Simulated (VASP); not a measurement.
Level of theory: HSEsol screened hybrid, VASP's PBE PAW potentials (set 64) (plane waves; VASP).

A VASP calculation is set up with these files.

**POSCAR**
```
MgSe
2.6669320
  0.0000000000   1.0000001179   1.0000001179
  1.0000001179   0.0000000000   1.0000001179
  1.0000001179   1.0000001179   0.0000000000
Mg Se
1 1
Direct
  0.0000000000   0.0000000000   0.0000000000
  0.5000000000   0.5000000000   0.5000000000
```

KPOINTS:
```
K-points
0
Gamma
6 6 6
```

### INCAR
```
SYSTEM = MgSe
PREC = Accurate; ENCUT = 520; LREAL = .FALSE.
LASPH = .TRUE.; ISYM = 3
EDIFF = 1E-6; NELM = 60; ALGO = Normal
LMAXMIX = 4
ISMEAR = 0; SIGMA = 0.05
GGA = PS; LHFCALC = .TRUE.; AEXX = 0.25
HFSCREEN = 0.2; PRECFOCK = Fast
ISIF = 2
LWAVE = .FALSE.; LCHARG = .FALSE.
```

POTCAR, in this order: Mg Se (PBE.64 set). Program: vasp_std. Read from the step before: WAVECAR.

Q: Predict the energy per atom (σ→0), pressure, band gap (on the k-mesh).

A: 
```json
{
 "energy per atom (σ→0)": "-4.594 eV/atom",
 "band gap (on the k-mesh)": "2.76 eV",
 "pressure": "3.85 GPa"
}
```

### OSZICAR
```
...
DAV:   3    -0.918791336110E+01    0.46731E-03   -0.11306E-04   336   0.103E-01    0.540E-01
DAV:   4    -0.918773563726E+01    0.17772E-03   -0.60664E-05   272   0.633E-02    0.302E-01
DAV:   5    -0.918767316690E+01    0.62470E-04   -0.24117E-05   280   0.394E-02    0.167E-01
DAV:   6    -0.918765085040E+01    0.22316E-04   -0.82256E-06   336   0.231E-02    0.912E-02
DAV:   7    -0.918764300356E+01    0.78468E-05   -0.27968E-06   296   0.136E-02    0.492E-02
DAV:   8    -0.918764019891E+01    0.28046E-05   -0.98743E-07   176   0.827E-03    0.264E-02
DAV:   9    -0.918763923730E+01    0.96161E-06   -0.40636E-07   168   0.576E-03
   1 F= -.91876392E+01 E0= -.91876392E+01  d E =-.671869E-13
```

The compound is MgSe in the rock salt structure. This cell is one point of a volume scan, at 0.91 of the reference volume. The cell's shape comes from a PBE relaxation.
